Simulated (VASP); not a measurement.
```
ZnF2
1.0
    4.72408     0.00000     0.00000
    0.00000     4.72408     0.00000
    0.00000     0.00000     3.13464
Zn F
2 4
Direct
  0.00000   0.00000   0.00000
  0.50000   0.50000   0.50000
  0.30338   0.30338   0.00000
  0.80338   0.19662   0.50000
  0.19662   0.80338   0.50000
  0.69662   0.69662   0.00000
```

These are MS2 meta-GGA, VASP's PBE PAW potentials (set 64) (plane waves; VASP) values and carry that method's errors. Numerical set-up: 520 eV cut-off, 5×5×7 Γ-centred mesh, Gaussian smearing of 0.050 eV, potentials Zn F.

Question: What does the run give for the energy per atom (σ→0), band gap (on the k-mesh) with the smallest direct gap where there is one?

Answer: 
```yaml
band gap (on the k-mesh): 3.63 eV
smallest direct gap (on the k-mesh): 3.63 eV
energy per atom (σ→0): -6.059 eV/atom
```

Total energies compare only between runs with the same potentials, cut-off and functional.

The compound is ZnF2 in the rutile structure. It was relaxed first.
